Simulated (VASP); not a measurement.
Calculation: r2SCAN meta-GGA, VASP's PBE PAW potentials (set 64) (plane waves; VASP).

VASP ran on this input.

**INCAR**
```
SYSTEM = Yb
PREC = Accurate; ENCUT = 400; LREAL = .FALSE.
LASPH = .TRUE.
EDIFF = 1E-6; NELM = 100; ALGO = Normal
LMAXMIX = 6; LMIXTAU = .TRUE.
ISMEAR = 1; SIGMA = 0.1
METAGGA = R2SCAN
IBRION = 2; NSW = 60; ISIF = 3
EDIFFG = -0.01
LWAVE = .FALSE.; LCHARG = .FALSE.
```

KPOINTS:
```
Automatic mesh
0
Gamma
10 10 10
0 0 0
```

POSCAR:
```
Yb
1
    0.0000000000     2.7400000000     2.7400000000
    2.7400000000     0.0000000000     2.7400000000
    2.7400000000     2.7400000000     0.0000000000
Yb
1
Direct
  0.0000000000   0.0000000000   0.0000000000
```

POTCAR, in this order: Yb_2 (PBE.64 set). Program: vasp_std.

Problem. What will the output report for the number of irreducible k-points (NKPTS), number of bands (NBANDS), largest plane-wave count, number of space-group operations, FFT grid (NGX, NGY, NGZ)?

Solution. 
```json
{
  "number of irreducible k-points (NKPTS)": "47",
  "number of bands (NBANDS)": "8",
  "largest_plane_wave_count": "763",
  "number_of_space_group_operations": "48",
  "FFT grid (NGX, NGY, NGZ)": "28 × 28 × 28"
}
```

The compound is Yb in the fcc structure. This run relaxes it. Symmetry was kept, so distortions that lower it aren't found. The 4f electrons are frozen in the core of the lanthanide potential, so 4f levels, which can set the real gap, and their magnetism are missing.
